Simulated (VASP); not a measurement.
Input:

```xyz
2
Lattice="0.0000 2.1224 2.1224 2.1224 0.0000 2.1224 2.1224 2.1224 0.0000" Properties=species:S:1:pos:R:3 pbc="T T T"
Ti     0.0000     0.0000     0.0000
N      2.1224     2.1224     2.1224
```

These are TPSS meta-GGA, VASP's PBE PAW potentials (set 64) (plane waves; VASP) values and carry that method's errors. Run with 520 eV cut-off, 17×17×17 Γ-centred mesh, tetrahedra with Blöchl corrections, potentials Ti_sv N.

**Question.** Give the energies of bands 6 to 11 at the high-symmetry points, in eV from the Fermi level.

**Answer.** 
```csv
band,Γ,X,U,L,W
6,-2.08,-5.96,-5.90,-8.18,-5.59
7,-2.08,-3.30,-5.84,-5.52,-5.59
8,-2.08,-3.30,-4.51,-5.52,-5.40
9,-0.62,-3.12,-0.49,1.69,0.92
10,-0.62,1.74,1.98,1.69,0.92
11,-0.62,2.38,2.31,2.37,2.39
```

It has no gap at this level: it comes out as a metal or semimetal.

The compound is TiN in the rock salt structure. It was relaxed first. The electron count is odd and the run is not spin-polarised, which forces a metal.
